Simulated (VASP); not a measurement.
Here is the system:

```
CELL_PARAMETERS angstrom
      5.36532     0.00000     0.00000
      0.00000     5.36532     0.00000
      0.00000     0.00000     5.36532
ATOMIC_POSITIONS crystal
  V  0.00000 0.00000 0.00000
  Cu 0.50000 0.00000 0.00000
  Cu 0.00000 0.00000 0.50000
  Cu 0.00000 0.50000 0.00000
  S  0.23716 0.23716 0.23716
  S  0.23716 0.76284 0.76284
  S  0.76284 0.23716 0.76284
  S  0.76284 0.76284 0.23716
```

Level of theory: r2SCAN meta-GGA, VASP's PBE PAW potentials (set 64) (plane waves; VASP). Numerical set-up: 400 eV cut-off, 5×5×5 Γ-centred mesh, tetrahedra with Blöchl corrections, potentials V_sv Cu S.

Problem. Give the energies of bands 28 to 41 at the high-symmetry points, in eV from the valence-band maximum.

Solution. 
| band | Γ | X | M | R |
|---|---|---|---|---|
| 28 | -2.30 | -2.17 | -1.82 | -2.06 |
| 29 | -1.60 | -1.84 | -1.82 | -2.06 |
| 30 | -1.60 | -1.84 | -1.79 | -1.98 |
| 31 | -1.60 | -1.48 | -1.70 | -1.86 |
| 32 | -1.44 | -1.35 | -1.64 | -1.86 |
| 33 | -0.63 | -1.30 | -0.95 | 0.00 |
| 34 | -0.63 | -0.59 | -0.95 | 0.00 |
| 35 | -0.63 | -0.59 | -0.17 | 0.00 |
| 36 | 1.32 | 1.21 | 1.44 | 1.72 |
| 37 | 1.32 | 1.50 | 1.56 | 1.72 |
| 38 | 1.97 | 1.71 | 1.77 | 2.31 |
| 39 | 1.97 | 1.94 | 2.14 | 2.31 |
| 40 | 1.97 | 1.94 | 2.14 | 2.31 |
| 41 | 3.19 | 5.08 | 5.70 | 4.65 |

The gap is indirect, 1.20 eV, from the valence maximum at R to the conduction minimum at X.

The compound is VCu3S4 in the sg215 structure. It was relaxed first. The run is not spin-polarised, so no magnetic state was tried.
